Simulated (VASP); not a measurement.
Input:

```yaml
crystal:
  lattice:
    - [0.00000, 3.32644, 3.32644]
    - [3.32644, 0.00000, 3.32644]
    - [3.32644, 3.32644, 0.00000]
  atoms:
    - { symbol: Sr, position: [0.00000, 0.00000, 0.00000] }
    - { symbol: Te, position: [0.50000, 0.50000, 0.50000] }
```

The numbers are results of optB86b-vdW, VASP's PBE PAW potentials (set 64) (plane waves; VASP), not measurements. Settings: 520 eV cut-off, Gaussian smearing of 0.050 eV, potentials Sr_sv Te.

Unless said otherwise, spin-orbit coupling is left out, though it shifts the bands of the heavy elements here.

Question: Give the energies of bands 6 to 11 at the high-symmetry points, in eV from the valence-band maximum.

Answer: 
```csv
band,Γ,X,U,L,W
6,0.00,-1.99,-1.79,-2.85,-1.58
7,0.00,-0.74,-1.76,-1.12,-1.58
8,0.00,-0.74,-0.96,-1.12,-1.53
9,2.87,1.69,2.79,3.89,3.92
10,3.26,3.91,4.95,5.16,3.92
11,3.26,4.83,5.53,5.33,4.49
```

The gap is indirect, 1.69 eV, from the valence maximum at Γ to the conduction minimum at X.

The compound is SrTe in the rock salt structure. It was relaxed first.
